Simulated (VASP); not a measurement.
Data:

```xyz
2
Lattice="3.4343 0.0000 0.0000 -1.7171 2.9742 0.0000 0.0000 0.0000 4.6650" Properties=species:S:1:pos:R:3 pbc="T T T"
Mg     0.0000     0.0000     0.0000
Sn     1.7171     0.9914     2.3325
```

Level of theory: PBEsol GGA, VASP's PBE PAW potentials (set 64) (plane waves; VASP). Run with 400 eV cut-off, Gaussian smearing of 0.050 eV, potentials Mg Sn_d.

Problem. Give the energies of bands 6 to 11 at the high-symmetry points, in eV from the Fermi level.

Solution. 
```json
[
 {"band": "6", "Γ": "-10.31", "M": "-6.81", "K": "-6.06", "A": "-9.62", "L": "-6.20", "H": "-5.47"},
 {"band": "7", "Γ": "-2.79", "M": "-4.69", "K": "-3.36", "A": "-6.31", "L": "-3.92", "H": "-2.62"},
 {"band": "8", "Γ": "-1.39", "M": "0.32", "K": "-2.96", "A": "5.68", "L": "-2.83", "H": "-2.10"},
 {"band": "9", "Γ": "5.33", "M": "2.24", "K": "1.08", "A": "5.99", "L": "-0.93", "H": "-1.99"},
 {"band": "10", "Γ": "5.33", "M": "2.27", "K": "3.46", "A": "5.99", "L": "2.85", "H": "0.23"},
 {"band": "11", "Γ": "8.77", "M": "3.06", "K": "3.84", "A": "7.23", "L": "6.31", "H": "0.58"}
]
```

It has no gap at this level: it comes out as a metal or semimetal.

The structure comes from a computed database's MgSn entry (P-6m2); how it stands against other phases isn't given here. It was relaxed first.
